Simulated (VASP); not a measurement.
Here is the system:

```xyz
3
Lattice="0.0000 2.7489 2.7489 2.7489 0.0000 2.7489 2.7489 2.7489 0.0000" Properties=species:S:1:pos:R:3 pbc="T T T"
Cd     0.0000     0.0000     0.0000
F      1.3744     1.3744     1.3744
F      4.1234     4.1234     4.1234
```

Calculation: PBE GGA, VASP's PBE PAW potentials (set 64) (plane waves; VASP 6.6.1). Settings: 520 eV cut-off, 5×5×5 Γ-centred mesh, Gaussian smearing of 0.050 eV, potentials Cd F.

### Question
What does the run give for the energy per atom (σ→0)?

### Answer

The energy per atom (σ→0) is -3.635 eV/atom.

The compound is CdF2 in the fluorite structure. The cell was not relaxed at this level.
